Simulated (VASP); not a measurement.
RbBr: energy against volume

RbBr (rock salt, Fm-3m, 40.100 Å³/atom and stress up to 0.02 GPa in the relaxed cell, cube axes along x, y and z) under an equal strain ε along all three axes. PBEsol in VASP (plane waves, PAW), 480 eV, 8×8×8 Γ-centred mesh, Gaussian smearing 0.05 eV; ions are relaxed, or left where forces stay under 0.02 eV/Å, within the symmetry of each cell.

Here V stands for volume and E for E less E0.

```
volume (Å³/atom)  E less E0 (meV/atom)  pressure (GPa)
----------------  --------------------  --------------
36.5984                              ?               ?
37.7421                           7.37            1.01
38.3227                           4.16            0.73
38.9093                           1.89            0.48
39.5018                           0.53            0.24
40.1003                           0.00            0.02
40.7048                           0.26           -0.18
41.3154                           1.26           -0.37
41.9320                           2.96           -0.54
42.5547                           5.31           -0.69
```

Using the third-order Birch-Murnaghan form, a cubic in V^(-2/3), estimate the missing E at V = 36.5984 from the other rows, showing the fit.

With u = V^(-2/3) - 0.0854, the rows have u = 0.0034756, 0.0025757, 0.0016892, 0.0008162, -0.0000438, -0.0008910, -0.0017257, -0.0025480, -0.0033582. Least squares gives E = 0.006 + 194.3·u + 540696·u² + 3746677·u³. Residuals (row less fit): 0.000, 0.002, -0.005, 0.003, 0.001, 0.001, -0.002, 0.001, 0.001; standard error 0.003 (degrees of freedom: 5). Its minimum lies at u = -0.0001800, so V0 = (0.0852200)^(-3/2) = 40.20. There d²E/du² = 1077000 and d³E/du³ = 2.248e7, so B0 = (4/9) × 40.20^(-7/3) × 1077000 × 0.160218 = 13.9 GPa (the last factor turns the table's units into GPa), and B0' = 4 + (2/3) × 0.0852200 × (2.248e7)/1077000 = 5.2. B0' rests on the cubic coefficient alone and has a standard error of 0.1 from these residuals. At the withheld row, u = 0.0053177, so E = 0.006 + 194.3 × 0.0053177 + 540696 × 0.0053177² + 3746677 × 0.0053177³ = 16.892 meV/atom. The calculation gives 16.90 meV/atom, 0.008 meV/atom above the prediction (0.0 % of the range of E in the table). The row lies outside the fitted rows, so this is an extrapolation. The scatter of the fitted rows lies at the last printed digit.

Other structures, which can take over under pressure, weren't tried. The same form fitted to the pressure column gives B0' = 5.2; series where the two differ by over 0.4 aren't shown. Rows are the converged runs of the series near zero and its far end, less any whose ions stayed unrelaxed beside relaxed ones; series whose fitted rows scatter by over a few per cent of the range, as at a crossing or softening among them, aren't shown in this form.
